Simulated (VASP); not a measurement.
```
CELL_PARAMETERS angstrom
      0.00000     1.95840     1.95840
      1.95840     0.00000     1.95840
      1.95840     1.95840     0.00000
ATOMIC_POSITIONS crystal
  Ir 0.00000 0.00000 0.00000
```

These are PBE GGA, VASP's PBE PAW potentials (set 64) (plane waves; VASP 6.6.1) values and carry that method's errors. Settings: 400 eV cut-off, 7×7×7 Γ-centred mesh, first-order Methfessel-Paxton smearing of 0.10 eV, potentials Ir.

Gaps are read on the run's mesh, which can miss a band edge. Unless said otherwise, spin-orbit coupling is left out, though it shifts the bands of the heavy elements here.

Problem. Estimate the energy per atom (σ→0), pressure, band gap (on the k-mesh) with the smallest direct gap where there is one.

Solution. 
```json
{
 "band gap (on the k-mesh)": "none (metal, semimetal or under 0.01 eV)",
 "energy per atom (σ→0)": "-8.904 eV/atom",
 "pressure": "-11.87 GPa"
}
```

Total energies compare only between runs with the same potentials, cut-off and functional.

The compound is Ir in the fcc structure. The cell was not relaxed at this level. The k-mesh is coarse (spacing up to 0.40 per Å, 2π included), so the numbers may not be converged in it. The run is one of a series of settings (KPOINTS 7×7×7 Γ-centred mesh against the base run), some of them coarse on purpose.
